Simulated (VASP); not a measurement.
The input files of a VASP run:

**KPOINTS**
```
Automatic mesh
0
Gamma
7 7 7
0 0 0
```

INCAR:
```
! general
SYSTEM   = TlBr
PREC     = Accurate
ENCUT    = 520
LREAL    = F
LASPH    = T

! electronic loop
EDIFF    = 1E-7
NELM     = 100
ALGO     = Normal
LMAXMIX  = 4

! smearing
ISMEAR   = 0
SIGMA    = 0.05

! functional
GGA      = CX
LUSE_VDW = T
AGGAC    = 0.0

! ions
ISIF     = 2

! output
LWAVE    = F
LCHARG   = F
```

### POSCAR
```
TlBr
1
    3.9305820969     0.0000000000     0.0000000000
    0.0000000000     3.9305820969     0.0000000000
    0.0000000000     0.0000000000     3.9305820969
Tl Br
1 1
Direct
  0.0000000000   0.0000000000   0.0000000000
  0.5000000000   0.5000000000   0.5000000000
```

POTCAR, in this order: Tl_d Br (PBE.64 set). Program: vasp_std.

**Question.** Translate this vdW-DF-cx calculation to Quantum ESPRESSO's pw.x.

**Answer.** One equivalent input (not run):
```
&CONTROL
  calculation = 'scf'
  pseudo_dir = './pseudo'
  outdir = './out'
  tprnfor = .true.
  tstress = .true.
/
&SYSTEM
  ibrav = 0
  nat = 2
  ntyp = 2
  ecutwfc = 60.3
  occupations = 'smearing'
  smearing = 'gaussian'
  degauss = 0.003675
  input_dft = 'vdw-df-cx'
/
&ELECTRONS
  conv_thr = 7.3e-09
  electron_maxstep = 100
/
ATOMIC_SPECIES
  Tl 204.380 Tl.upf
  Br 79.904 Br.upf
CELL_PARAMETERS angstrom
     3.9305821    0.0000000    0.0000000
     0.0000000    3.9305821    0.0000000
     0.0000000    0.0000000    3.9305821
ATOMIC_POSITIONS crystal
  Tl   0.0000000  0.0000000  0.0000000
  Br   0.5000000  0.5000000  0.5000000
K_POINTS automatic
  7 7 7 0 0 0
```
What does not carry over: the potentials are each code's own (VASP's PAW set, PseudoDojo norm-conserving files in pw.x), so ENCUT and ecutwfc are chosen apart and not converted; conv_thr bounds pw.x's estimated SCF error, while EDIFF bounds the energy change between steps.

The compound is TlBr in the CsCl type structure. It was relaxed first.
